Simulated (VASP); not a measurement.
Write the native input for VASP 6.6.1 that does the following.

| Quantity | Value |
| --- | --- |
| Task | relaxation of cell and atoms |
| Functional | PBE |
| Potentials or basis | VASP PAW PBE potentials, release 64 (Hf_pv, Sn_d, S) |
| Cutoff | 600 eV |
| k mesh | 4 × 4 × 4 |
| Occupations | gaussian, width 0.1 eV |
| Spin | no spin polarisation |
| Dipole correction | no |
| Further INCAR settings | ALGO = Fast; EDIFF = 1e-07; IBRION = 2; EDIFFG = -0.04; NSW = 90; ISIF = 3 |

The structure of Hf2SnS2 lies in POSCAR:

```
Hf2SnS2
1.0
    4.5233738900      0.0000000000      0.0000000000
    0.0000000000      4.5233738900      0.0000000000
    0.0000000000      0.0000000000      6.1358235000
Hf Sn S
2 1 2
Direct
    0.0000000000      0.5000000000      0.5000000000
    0.5000000000      0.0000000000      0.5000000000
    0.0000000000      0.0000000000      0.0000000000
    0.5000000000      0.5000000000      0.2399999900
    0.5000000000      0.5000000000      0.7600000100
```

The cell was built by a generator and needn't be a form met in nature.

The cell isn't the ideal one: species swapped into the CeMg2Si2 type (P4/mmm, No. 123).

These files were run (other wordings do the same):

INCAR

```
SYSTEM = Hf2SnS2
ALGO = Fast
EDIFF = 1E-7
EDIFFG = -0.04
ENCUT = 600
GGA = PE
IBRION = 2
ISIF = 3
ISMEAR = 0
LASPH = .TRUE.
LCHARG = .FALSE.
LREAL = .FALSE.
LWAVE = .FALSE.
NELM = 100
NSW = 90
PREC = Accurate
SIGMA = 0.1
```

KPOINTS

```
k-points
0
G
  4 4 4
  0 0 0
```

Potentials or basis: VASP PAW PBE potentials, release 64 (Hf_pv, Sn_d, S).

The run is started by

```console
$ cat potpaw_PBE.64/Hf_pv/POTCAR potpaw_PBE.64/Sn_d/POTCAR potpaw_PBE.64/S/POTCAR > POTCAR
$ mpirun -np 1 vasp_std > vasp.out
```

Results of the run:

The relaxed volume is 22.21 Å³/atom and the relaxed cell is a = 4.219 Å, b = 4.219 Å, c = 6.240 Å, α = 90.00°, β = 90.00°, γ = 90.00°. The space group after relaxing (to 0.05 Å) is P4/mmm (No. 123), the energy gained by relaxing is 149.4 meV/atom and the ionic steps are 10. The pressure after relaxing is 0.0 GPa, the largest force after relaxing is 0.014 eV/Å and the band gap on the k mesh is none (metal or under the smearing width).

It took 7 min on 1 thread of AMD EPYC 9R45 (Zen 5) (shared host), peak memory 0.27 GiB.
